When layered boron nitride is squeezed or stretched, which gives way: the bonds within the sheets or the gaps between them? A common shortcut for an energy–volume curve doesn't ask. It scales all cell edges by the same factor and keeps the shape frozen. The runs below start from such uniformly scaled cells and then relax the shape at fixed volume, so they measure directly what the shortcut costs.

VASP 6.6.1 calculations of layered BN (four-atom cell) with PBE-D3(BJ), recommended PAW potentials, a 700 eV plane-wave cutoff, a 15 × 15 × 6 k mesh and Gaussian smearing of 0.02 eV. Cell shape and atomic positions were relaxed at fixed volume, except that the 8.923 Å³ cell was also free to change volume. The energy drop is counted from the starting cell to the relaxed one.

| volume (relaxed cell) (Å³/atom) | c/a (relaxed cell) | shortest distance (relaxed cell) (Å) | relaxed length a (Å) | relaxed length c (Å) | energy drop per atom (meV) |
| --- | --- | --- | --- | --- | --- |
| 8.120 | 2.4088 | 1.442 | 2.49710 | 6.015 | 54.30 |
| 8.388 | 2.4768 | 1.444 | 2.50090 | 6.194 | 23.20 |
| 8.655 | 2.5464 | 1.446 | 2.50400 | 6.376 | 5.60 |
| 8.923 | 2.6173 | 1.447 | 2.50650 | 6.560 | 0.00 |
| 9.191 | 2.6896 | 1.448 | 2.50840 | 6.747 | 5.20 |
| 9.459 | 2.7629 | 1.449 | 2.50990 | 6.935 | 20.00 |
| 9.726 | 2.8371 | 1.450 | 2.51110 | 7.124 | 43.40 |

**What the energy drop measures**

The energy drop per atom is the height of the uniformly scaled cell above the relaxed cell of the same volume. It is therefore the error of the frozen shape, and not the energy–volume curve of the material. The zero at 8.923 Å³ per atom has a simple origin: this cell was already relaxed, and the other six were scaled from it.

The true curve comes from the final energies of the runs, and adding the drop gives the frozen-shape curve. At the largest volume the frozen cell lies 47.0 meV per atom above the 8.923 Å³ cell, while the relaxed one lies only 3.6 meV above it. In each of the six displaced cells, at least four fifths of the apparent cost of changing the volume is an artefact of the frozen shape.

The curvature of the two curves near 8.923 Å³ turns this into a mechanical property. The bulk modulus, which is the resistance to a change of volume, is about 246 GPa with frozen shape and 31 GPa with relaxed shape. The stresses of the relaxed cells give 30 GPa by a separate route. On the frozen-shape curve, a compression by 3 % would seem to need roughly 8 GPa, whereas the relaxed cell at that volume feels a pressure of only about 1 GPa.

**Why uniform scaling fails**

Two limiting cases show where the error comes from. In a cubic crystal the three axes are equivalent, so a uniform pressure shortens them equally and uniform scaling gives the right cell edges. In a stack of perfectly rigid sheets, the in-plane edge $a$ can't change at all, and the stacking edge $c$ must take up the whole change of volume. Uniform scaling would then strain bonds that the real material leaves alone.

Boron nitride lies close to the second limit. From the smallest to the largest cell, $a$ grows by 0.6 % and $c$ by 18 %. On a logarithmic scale, $c$ carries 94 % of the volume change, where uniform scaling would give it one third. The ratio $c/a$, which uniform scaling holds constant, climbs steadily through the series.

The reason is the contrast between the two kinds of contact. Within a sheet, each atom is held by three short, strong B–N bonds. Between the sheets there are no such bonds, only the repulsion of closed electron shells and weak attractions, chiefly dispersion with some electrostatics between the polar sheets. A relaxed cell under pressure feels the same stress along every axis, and under equal stress the soft direction yields most. A frozen shape imposes equal strain instead, and under equal strain the stiff direction dominates the energy.

Springs give the same picture. Under equal stress, sheets and gaps act like springs in series, and the softest one sets the response. Under equal strain they act like springs in parallel, and the stiffest one does. The frozen-shape bulk modulus thus reports mainly on the B–N bonds, and the relaxed one mainly on the gaps between the sheets.

**A simple estimate of the error**

Let $V$ be the volume per atom, and let $V_0$ and $a_0$ be the volume and in-plane edge of the 8.923 Å³ cell. The uniformly scaled start has the in-plane edge $a_0(V/V_0)^{1/3}$, and relaxation brings it to $a$. The strain that relaxation removes is

$$e=\ln\frac{a_0\,(V/V_0)^{1/3}}{a}.$$

At fixed volume the relaxed cell sits at a minimum of the energy with respect to shape, so the energy has no term linear in $e$. The drop must begin as

$$\Delta E\approx K e^2 ,$$

where $K$ is a stiffness against change of shape. It contains mostly the in-plane bonds, with a small part from the gaps.

The two cells with the smallest non-zero strains give $K\approx 65$ eV per atom. The largest cell, which took no part in that fit, serves as a test. Its volume ratio is $9.726/8.923=1.090$, so the scaled edge is $2.5065\times1.090^{1/3}\approx2.580$ Å. Relaxation shortens it to 2.511 Å, which gives $e\approx0.027$ and

$$\Delta E\approx 65\ \text{eV}\times(0.027)^2\approx 47\ \text{meV}.$$

The calculation gives 43.4 meV per atom, so the estimate is about 8 % too high. For the smallest cell it is about 9 % too low. A quadratic law in a strain of under three per cent thus reproduces the error to within a tenth. The law alone doesn't show where the energy is stored; that most of it sits in the bonds is inferred from their much greater stiffness.

The opposite signs of these two misses carry information. The start cells at both ends are strained by almost the same amount, yet the compressed one releases a quarter more energy. Its slightly larger strain accounts for only a minor part of this. A bond resists shortening more steeply than lengthening, which explains the direction of the rest. A cubic term in $e$, fitted together with $K$ to the six displaced cells, describes it well. The energy between the sheets changes during the relaxation too, and these data don't separate its share from that of the bonds.

**What the soft direction exposes**

Once the shape is free, the curve is shallow, and its minimum depends on a delicate balance between the sheets. This is where PBE can't do without its dispersion correction. If the dispersion correction is subtracted from the final energies, the remaining PBE energy falls at every step of expansion, by nearly 39 meV per atom in total. Within this range of volumes, PBE alone has no minimum at these geometries. The cells were relaxed with the correction switched on, so this is a decomposition and not a separate PBE relaxation.

The limit of well-separated sheets explains the failure. PBE builds its correlation energy from the local density and its gradient. When the density between two sheets becomes negligible, PBE has no way to couple the charge fluctuations of one sheet to those of the other. The real attraction decays only slowly with distance, and the dispersion correction supplies it. The equilibrium spacing therefore depends on that correction as well as on the repulsion that PBE itself describes, and the table holds no reference that could test the result.

The shallow curve also magnifies small numerical errors. The slope of the final energies implies a pressure about 0.27 GPa higher than the reported stress, and the excess is nearly the same in every interval. With a bulk modulus of 30 GPa, this moves the minimum by about 0.9 % in volume. The cell with zero stress is thus slightly smaller than the cell of lowest energy. On the much stiffer frozen-shape curve, the same discrepancy would shift the minimum by only about 0.1 %.

A likely cause is the finite plane-wave basis. The stress is evaluated for a fixed set of plane waves, whose effective cutoff falls as the cell expands. This adds an artificial resistance to expansion, known as Pulay stress, and it has the sign seen here. Runs at a higher cutoff would test the explanation, but there are none in this series. Zero-point and thermal motion are also absent, and heating in particular is expected to act most strongly on the soft spacing.

**Recognising the failure in practice**

The clearest warning is a large energy drop on both sides of the parent cell, together with an in-plane edge that returns almost to its old value. It means that the scaled cells were storing energy in bonds that the material would have left nearly unstrained. For a layered solid, the shape should therefore be relaxed at each volume, and the bulk modulus taken from the final energies. A curve drawn from the drops themselves would have a curvature of about $246-31=215$ GPa, and would mistake the error of the shortcut for the stiffness of the material.

The output that follows lists the frozen and relaxed energies, both fits and the comparison of pressures.

The analysis program printed:

```
fit of energy_drop_per_atom on 2 rows ((abs(strain) > 0.001) & (abs(strain) < 0.012)): coefficient of s2 64698 +/- 1966; rms 0.164, worst 9.191 0.165, leave-one-out rms 0.328
  rows outside the fit (model, value, miss): 8.12 49.56, 54.3, -4.74; 8.388 21.84, 23.2, -1.36; 8.923 0, 0, 0; 9.459 21.17, 20, 1.17; 9.726 46.78, 43.4, 3.38
fit of energy_drop_per_atom on 6 rows (abs(strain) > 0.001): coefficient of s2 65289 +/- 1e+02, coefficient of s3 -200056 +/- 3855; rms 0.0943, worst 9.459 0.18, leave-one-out rms 0.308
  rows outside the fit (model, value, miss): 8.923 0, 0, 0
Energies in meV per atom against the 8.923 row:
    row  in-plane strain of start in %  harmonic drop  drop with cubic term  frozen shape  relaxed shape  relaxed cells without D3
   8.12                         -2.768          49.56                 54.25         65.47          11.17                     27.91
  8.388                         -1.837          21.84                 23.28         28.03          4.828                     15.71
  8.655                        -0.9167          5.437                 5.641         6.948          1.348                     6.648
  8.923                              0              0                     0             0              0                -5.551e-13
  9.191                         0.9106          5.365                 5.263         5.418         0.2175                    -4.802
  9.459                          1.809          21.17                 20.18         21.53          1.528                    -8.232
  9.726                          2.689          46.78                 43.32         46.98          3.575                    -10.64
Bulk modulus with frozen shape in GPa: 246.1
Bulk modulus with relaxed shape from energies in GPa: 31.15
Bulk modulus with relaxed shape from stresses in GPa: 30.41
Frozen over relaxed bulk modulus from energies: 7.901
Growth of a from first to last row in %: 0.5607
Growth of c from first to last row in %: 18.44
Share of logarithmic volume change carried by c in %: 93.76
Drop of the most compressed over the most expanded row: 1.251
Mean excess of energy-derived pressure over stress in GPa: 0.2657
Smallest such excess in GPa: 0.2432
Largest such excess in GPa: 0.294
Estimated volume shift of the energy minimum in %: 0.8738
```
